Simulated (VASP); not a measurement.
Input:

Space group Pm-3m (No. 221); a = b = c = 2.841 Å, α = β = γ = 90.00°

```
atom  site  symmetry       x       y       z
----  ----  --------  ------  ------  ------
Al      1b      m-3m  0.5000  0.5000  0.5000
Fe      1a      m-3m  0.0000  0.0000  0.0000
```

Level of theory: PBE GGA with D3 dispersion (zero damping), VASP's PBE PAW potentials (set 64) (plane waves; VASP). Settings: 520 eV cut-off, 13×13×13 Γ-centred mesh, first-order Methfessel-Paxton smearing of 0.10 eV, potentials Al Fe.

**Question.** Give the energy at these volumes per atom, relative to the lowest: 10.78, 11.13, 11.47, 11.81, 12.16 Å³.

**Answer.** 27.4, 6.4, 0.0, 5.9, 22.4 meV/atom. A third-order Birch-Murnaghan fit gives B0 = 192 GPa and B0′ = 4.3.

Measured: bulk modulus 152 GPa (computed value off by +26.0 %), as given by Yamada et al., (2019), arXiv:1910.09660; a 2.910 Å (computed value off by -2.4 %), as given by Yibo Liu et al., IUCrData (2023), doi:10.1107/s2414314623010659. The calculation is for a static lattice, while the measured bulk modulus, a hold thermal and zero-point effects, which are part of the difference.

The compound is FeAl in the CsCl type structure. It was relaxed first, which changed the volume by -7 %. The run is not spin-polarised, so no magnetic state was tried.
